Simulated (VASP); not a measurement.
An input for Quantum ESPRESSO's pw.x (written as the equivalent of a VASP run, and not itself run):

```
&CONTROL
  calculation = 'vc-relax'
  pseudo_dir = './pseudo'
  outdir = './out'
  tprnfor = .true.
  tstress = .true.
  nstep = 30
  forc_conv_thr = 0.00039
/
&SYSTEM
  ibrav = 0
  nat = 2
  ntyp = 1
  ecutwfc = 72
  occupations = 'smearing'
  smearing = 'methfessel-paxton'
  degauss = 0.00735
  input_dft = 'revpbe'
/
&ELECTRONS
  conv_thr = 7.3e-09
  electron_maxstep = 100
/
&IONS
/
&CELL
  cell_dofree = 'shape'
/
ATOMIC_SPECIES
  Re 186.207 Re.upf
CELL_PARAMETERS angstrom
     1.4178036   -2.4557077    0.0000000
     1.4178036    2.4557077    0.0000000
     0.0000000    0.0000000    4.5793956
ATOMIC_POSITIONS crystal
  Re   0.3333330  0.6666670  0.2500000
  Re   0.6666670  0.3333330  0.7500000
K_POINTS automatic
  15 15 8 0 0 0
```

Write the VASP files for the same calculation (revPBE).

One answer among several that fit: 
### INCAR
```
# general
SYSTEM  = Re
PREC    = Accurate
ENCUT   = 520
LREAL   = .False.
LASPH   = .True.

# electronic loop
EDIFF   = 1E-7
NELM    = 100
ALGO    = Normal
LMAXMIX = 6

# smearing
ISMEAR  = 1
SIGMA   = 0.1

# functional
GGA     = RE

# ions
IBRION  = 2
NSW     = 30
ISIF    = 4
EDIFFG  = -0.01

# output
LWAVE   = .False.
LCHARG  = .False.
```

KPOINTS:
```
Automatic mesh
0
Gamma
15 15 8
0 0 0
```

### POSCAR
```
Re
1
    1.4178035535    -2.4557076704     0.0000000000
    1.4178035535     2.4557076704     0.0000000000
    0.0000000000     0.0000000000     4.5793956216
Re
2
Direct
  0.3333330000   0.6666670000   0.2500000000
  0.6666670000   0.3333330000   0.7500000000
```

POTCAR, in this order: Re (PBE.64 set). Program: vasp_std.

What does not carry over: the potentials are each code's own (VASP's PAW set, PseudoDojo norm-conserving files in pw.x), so ENCUT and ecutwfc are chosen apart and not converted; conv_thr bounds pw.x's estimated SCF error, while EDIFF bounds the energy change between steps; forc_conv_thr acts on force components and is met together with etot_conv_thr.

The compound is Re in the hcp structure. This cell is one point of a volume scan, at 1.06 of the reference volume. Symmetry was kept, so distortions that lower it aren't found.
